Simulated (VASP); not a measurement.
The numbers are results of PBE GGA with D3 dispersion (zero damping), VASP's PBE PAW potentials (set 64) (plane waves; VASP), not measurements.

The input files of a VASP run:

**KPOINTS**
```
Automatic mesh
0
Gamma
8 8 8
0 0 0
```

POSCAR:
```
AgCl
1.0
  0.0000000000   2.7750000000   2.7750000000
  2.7750000000   0.0000000000   2.7750000000
  2.7750000000   2.7750000000   0.0000000000
Ag Cl
1 1
Direct
  0.0000000000   0.0000000000   0.0000000000
  0.5000000000   0.5000000000   0.5000000000
```

INCAR:
```
SYSTEM  =  AgCl
PREC  =  Accurate; ENCUT  =  520; LREAL  =  .FALSE.
LASPH  =  .TRUE.
EDIFF  =  1E-6; NELM  =  100; ALGO  =  Normal
LMAXMIX  =  4
ISMEAR  =  0; SIGMA  =  0.05
GGA  =  PE; IVDW  =  11
IBRION  =  2; NSW  =  60; ISIF  =  3
EDIFFG  =  -0.01
LWAVE  =  .FALSE.; LCHARG  =  .FALSE.
```

POTCAR, in this order: Ag Cl (PBE.64 set). Program: vasp_std.

The run wrote:

OSZICAR:
```
       N       E                     dE             d eps       ncg     rms          rms(c)
DAV:   1     0.104020729003E+03    0.10402E+03   -0.89582E+03   778   0.126E+03
DAV:   2    -0.125056295458E+01   -0.10527E+03   -0.99230E+02   879   0.255E+02
DAV:   3    -0.554330616447E+01   -0.42927E+01   -0.42793E+01   874   0.557E+01
DAV:   4    -0.557836610972E+01   -0.35060E-01   -0.35056E-01   854   0.556E+00
DAV:   5    -0.557888164776E+01   -0.51554E-03   -0.51553E-03   864   0.684E-01    0.638E+00
DAV:   6    -0.539951986862E+01    0.17936E+00   -0.32969E-01   825   0.791E+00    0.417E+00
DAV:   7    -0.539575558982E+01    0.37643E-02   -0.10358E-01   764   0.259E+00    0.201E+00
DAV:   8    -0.539508421301E+01    0.67138E-03   -0.54601E-03   809   0.930E-01    0.300E-01
DAV:   9    -0.539514339375E+01   -0.59181E-04   -0.70260E-04   839   0.387E-01    0.417E-02
DAV:  10    -0.539520611747E+01   -0.62724E-04   -0.95466E-05   779   0.100E-01    0.252E-02
DAV:  11    -0.539521328551E+01   -0.71680E-05   -0.73990E-06   814   0.246E-02    0.379E-03
DAV:  12    -0.539521333405E+01   -0.48542E-07   -0.31413E-07   522   0.788E-03
   1 F= -.60157448E+01 E0= -.60157448E+01  d E =-.601574E+01
       N       E                     dE             d eps       ncg     rms          rms(c)
DAV:   1    -0.542333559704E+01   -0.28122E-01   -0.63808E-01   754   0.886E+00    0.127E+00
DAV:   2    -0.539110393874E+01    0.32232E-01   -0.91586E-02   754   0.366E+00    0.385E-01
DAV:   3    -0.538900749992E+01    0.20964E-02   -0.67567E-03   769   0.679E-01    0.271E-01
DAV:   4    -0.538889176905E+01    0.11573E-03   -0.23909E-04   814   0.152E-01    0.881E-02
DAV:   5    -0.538889325835E+01   -0.14893E-05   -0.49297E-05   879   0.110E-01    0.155E-02
DAV:   6    -0.538889428197E+01   -0.10236E-05   -0.14309E-05   764   0.475E-02    0.598E-03
DAV:   7    -0.538889378992E+01    0.49205E-06   -0.62241E-07   377   0.744E-03
   2 F= -.60171865E+01 E0= -.60171865E+01  d E =-.144176E-02
```

**OUTCAR**
```
------------------------ aborting loop because EDIFF is reached ----------------------------------------
 Edisp (eV)   -0.62829
  FORCE on cell =-STRESS in cart. coord.  units (eV):
  Direction    XX          YY          ZZ          XY          YZ          ZX
  --------------------------------------------------------------------------------------
  Total      -0.01453    -0.01453    -0.01453     0.00000     0.00000    -0.00000
  in kB      -0.55227    -0.55227    -0.55227     0.00000     0.00000    -0.00000
  external pressure =       -0.55 kB  Pullay stress =        0.00 kB
  volume of cell :       42.15
      direct lattice vectors                 reciprocal lattice vectors
     0.000000000  2.762227166  2.762227166    -0.181013353  0.181013353  0.181013353
     2.762227166  0.000000000  2.762227166     0.181013353 -0.181013353  0.181013353
     2.762227166  2.762227166 -0.000000000     0.181013353  0.181013353 -0.181013353
  FREE ENERGIE OF THE ION-ELECTRON SYSTEM (eV)
  ---------------------------------------------------
  free  energy   TOTEN  =        -6.0171865228 eV

  energy  without entropy=       -6.0171865228  energy(sigma->0) =       -6.01718652

 reached required accuracy - stopping structural energy minimisation
```
(Selected blocks of OUTCAR.)

### CONTCAR
```
AgCl
   1.00000000000000
     0.0000000000000000    2.7622271656406943    2.7622271656406943
     2.7622271656406943    0.0000000000000000    2.7622271656406943
     2.7622271656406943    2.7622271656406943   -0.0000000000000000
  Ag              Cl
     1     1
Direct
     0.0000000000000000    1.0000000000000000    0.0000000000000000
     0.5000000000000000    0.5000000000000000    0.5000000000000000
```

The compound is AgCl in the rock salt structure. This run relaxes it. Symmetry was kept, so distortions that lower it aren't found.
